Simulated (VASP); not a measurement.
## Zr (relaxed from the bcc structure, space group Im-3m): computed properties

Method: r2SCAN meta-GGA, VASP's PBE PAW potentials (set 64) (plane waves; VASP).

```json
{
 "space_group": "Im-3m (229)",
 "cell": "a = 3.579 Å, b = 3.579 Å, c = 3.579 Å, α = 90.00°, β = 90.00°, γ = 90.00°",
 "volume_per_atom": "22.93 Å³/atom",
 "band gap (over mesh and band path)": "none (metal, semimetal or under 0.01 eV)",
 "density": "6.61 g/cm³"
}
```

```
Zr
1.0
   -1.78961     1.78961     1.78961
    1.78961    -1.78961     1.78961
    1.78961     1.78961    -1.78961
Zr
1
Direct
  0.00000   0.00000   0.00000
```

The structure was generated: Zr was put into the bcc type (Im-3m), which need not be its known phase. It was relaxed first. Symmetry was kept, so distortions that lower it aren't found.
